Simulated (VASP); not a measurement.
Here is the system:

Space group Fm-3m (No. 225); a = b = c = 7.014 Å, α = β = γ = 90.00°

```csv
atom,site,symmetry,x,y,z
Sr,4a,m-3m,0.0000,0.0000,0.0000
Cl,8c,-43m,0.2500,0.2500,0.2500
```
(The calculation used a cell of 3 atoms; values per cell refer to that cell.)

Computed with revTPSS meta-GGA, VASP's PBE PAW potentials (set 64) (plane waves; VASP 6.6.1). Run with 520 eV cut-off, 6×6×6 Γ-centred mesh, Gaussian smearing of 0.050 eV, potentials Sr_sv Cl.

Problem. Give the energy at these volumes per atom, relative to the lowest: 26.95, 27.81, 28.67, 29.53, 30.39 Å³.

Solution. 14.1, 3.6, 0.0, 2.1, 9.2 meV/atom. A third-order Birch-Murnaghan fit gives B0 = 35.2 GPa and B0′ = 4.6.

Measured: a 6.974 Å (computed value off by +0.6 %), as given by Kanchana et al., Calculated structural, elastic and electronic properties of SrCl2 (2010). The calculation is for a static lattice, while the measured a holds thermal and zero-point effects, which are part of the difference.

The compound is SrCl2 in the fluorite structure. It was relaxed first.
